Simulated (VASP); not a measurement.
Given:

```xyz
5
Lattice="4.4685 0.0000 0.0000 0.0000 4.4685 0.0000 0.0000 0.0000 4.4685" Properties=species:S:1:pos:R:3 pbc="T T T"
Rb     0.0000     0.0000     0.0000
Ca     2.2342     2.2342     2.2342
H      2.2342     0.0000     2.2342
H      0.0000     2.2342     2.2342
H      2.2342     2.2342     0.0000
```

Computed with PBEsol GGA, VASP's PBE PAW potentials (set 64) (plane waves; VASP). Settings: 400 eV cut-off, Gaussian smearing of 0.050 eV, potentials Rb_sv Ca_sv H.

**Question.** Predict the band gap (along the path) with the smallest direct gap where there is one.

**Answer.** 
| Item | Value |
|---|---|
| band gap (along the path) | 3.03 eV |
| smallest direct gap (along the path) | 3.03 eV |

The absolute energy has meaning only against runs of the same code, potentials and settings.

The structure comes from a computed database's RbCaH3 entry (Pm-3m); how it stands against other phases isn't given here. It was relaxed first.
